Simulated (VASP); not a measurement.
Here is the system:

```
CELL_PARAMETERS angstrom
      4.79076     0.00000     0.00000
      0.00000     4.79076     0.00000
      0.00000     0.00000     4.79076
ATOMIC_POSITIONS crystal
  Ho 0.00000 0.00000 0.00000
  Pb 0.00000 0.50000 0.50000
  Pb 0.50000 0.00000 0.50000
  Pb 0.50000 0.50000 0.00000
```

Computed with PBEsol GGA, VASP's PBE PAW potentials (set 64) (plane waves; VASP). Numerical set-up: 480 eV cut-off, 6×6×6 Γ-centred mesh, first-order Methfessel-Paxton smearing of 0.10 eV, potentials Ho_3 Pb_d.

The 4f electrons are frozen in the core of the lanthanide potential, so 4f levels, which can set the real gap, and their magnetism are missing. Energy and stress use the plane-wave basis of the starting cell.

Question: The ions, cell shape and volume at an external pressure of 15.0 GPa are relaxed. What does this cell relax into?

Answer: 
```
CELL_PARAMETERS angstrom
      4.52250     0.00000     0.00000
      0.00000     4.52250     0.00000
      0.00000     0.00000     4.52250
ATOMIC_POSITIONS crystal
  Ho 0.00000 0.00000 0.00000
  Pb 0.00000 0.50000 0.50000
  Pb 0.50000 0.00000 0.50000
  Pb 0.50000 0.50000 0.00000
```
Space group Pm-3m (221), at a tolerance of 0.03 Å.

Question: How do energy and volume change from the first to the last step?

Answer: The energy (σ→0) changes by +173.1 meV/atom and the volume by -15.9 %, in 7 ionic steps.

```
step  E(σ→0) (eV)  max force (eV/Å)  pressure (GPa)  volume (Å³)
----  -----------  ----------------  --------------  -----------
1        -18.1618             0.000           -0.04       109.95
2        -13.5967             0.000           59.10        73.79
3        -17.5514             0.000           13.82        93.41
4        -17.4900             0.000           14.71        92.72
5        -17.4598             0.000           15.14        92.40
6        -17.4817             0.000           14.83        92.63
7        -17.4692             0.000           14.95        92.50
```

The structure comes from a computed database's HoPb3 entry (Pm-3m); how it stands against other phases isn't given here. This run relaxes it under an external pressure of 15 GPa. Symmetry was kept, so distortions that lower it aren't found. The electron count is odd and the run is not spin-polarised, which forces a metal.
